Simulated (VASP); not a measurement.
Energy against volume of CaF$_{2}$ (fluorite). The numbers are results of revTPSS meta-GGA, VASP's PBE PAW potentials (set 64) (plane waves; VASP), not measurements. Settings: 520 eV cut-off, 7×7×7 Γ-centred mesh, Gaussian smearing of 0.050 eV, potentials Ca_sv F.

```
V (Å³/atom)  E (eV/atom)
-----------  -----------
12.815          -6.94688
13.224          -6.96128
13.633          -6.96791
14.042          -6.96765
```

Fit these four points and predict the energy of the run at 14.451 Å³/atom.

A cubic in V^(−2/3), the third-order Birch-Murnaghan form, passes through the four points with V0 = 13.82 Å³/atom and B0 = 86 GPa, and gives -6.9613 eV/atom there. The run gave -6.9620 eV/atom, -0.7 meV/atom from the fit; all five points give B0 = 81 GPa.

The compound is CaF2 in the fluorite structure. It was relaxed first.
